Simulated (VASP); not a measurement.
Here is the system:

```yaml
crystal:
  lattice:
    - [0.00000, 2.54869, 2.54869]
    - [2.54869, 0.00000, 2.54869]
    - [2.54869, 2.54869, 0.00000]
  atoms:
    - { symbol: Hf, position: [0.00000, 0.00000, 0.00000] }
    - { symbol: O, position: [0.25000, 0.25000, 0.25000] }
    - { symbol: O, position: [0.75000, 0.75000, 0.75000] }
```

Computed with revPBE GGA, VASP's PBE PAW potentials (set 64) (plane waves; VASP 6.6.1). Run with 520 eV cut-off, 7×7×7 Γ-centred mesh, Gaussian smearing of 0.050 eV, potentials Hf_pv O.

Task: Estimate the energy per atom (σ→0).

Result: 
```json
{
  "energy per atom (σ→0)": "-9.698 eV/atom"
}
```

Total energies compare only between runs with the same potentials, cut-off and functional.

The compound is HfO2 in the fluorite structure, the high-temperature cubic form, which is unstable at 0 K; the monoclinic form is the stable one. It was relaxed first. The start is the result of an earlier pass.
